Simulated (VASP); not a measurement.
An input for Ansatz (written as the equivalent of a VASP run, and not itself run):

Ansatz 0.2 input:
```yaml
crystal:
  lattice:
    - [3.1853243, 0.0000000, 0.0000000]
    - [-1.5926622, 2.7585722, 0.0000000]
    - [0.0000000, 0.0000000, 5.0989390]
  atoms:
    - { symbol: Mg, position: [0.6666670, 0.3333330, 0.7500000] }
    - { symbol: Mg, position: [0.3333330, 0.6666670, 0.2500000] }
kpoints:
  mp_grid: { grid: [12, 12, 7] }
hamiltonian:
  xc: r2scan
  pseudopotentials: { kind: paw }
scf:
  occupations: { method: methfessel_paxton, width: 0.1 }
  max_iter: 100
relax:
  max_steps: 60
  f_tol: 0.01
  cell: {}
output: { forces: true, stress: true, eigenvalues: true }
```

Task: Translate this input to VASP (INCAR, KPOINTS, POSCAR, choice of POTCAR).

Result: This is not unique; one that fits is 
File KPOINTS:
```
Automatic mesh
0
Gamma
12 12 7
0 0 0
```

**INCAR**
```
# general
SYSTEM  = Mg
PREC    = Accurate
ENCUT   = 480
LREAL   = F
LASPH   = T

# electronic loop
EDIFF   = 1E-6
NELM    = 100
ALGO    = Normal
LMIXTAU = T

# smearing
ISMEAR  = 1
SIGMA   = 0.1

# functional
METAGGA = R2SCAN

# ions
IBRION  = 2
NSW     = 60
ISIF    = 3
EDIFFG  = -0.01

# output
LWAVE   = F
LCHARG  = F
```

### POSCAR
```
Mg
1
    3.1853243133     0.0000000000     0.0000000000
   -1.5926621566     2.7585722179    -0.0000000000
   -0.0000000000     0.0000000000     5.0989389977
Mg
2
Direct
  0.6666670000   0.3333330000   0.7500000000
  0.3333330000   0.6666670000   0.2500000000
```

POTCAR, in this order: Mg (PBE.64 set). Program: vasp_std.

The two are equivalent in intent, not identical: each code has its own PAW files, so the cut-off isn't converted (ENCUT is set for VASP's; basis.ecutwfc is left out, and Ansatz then takes the one that its files recommend); Ansatz stops its SCF on the density residual and VASP on the energy change (EDIFF).

The compound is Mg in the hcp structure. It was relaxed first. The start is the result of an earlier pass.
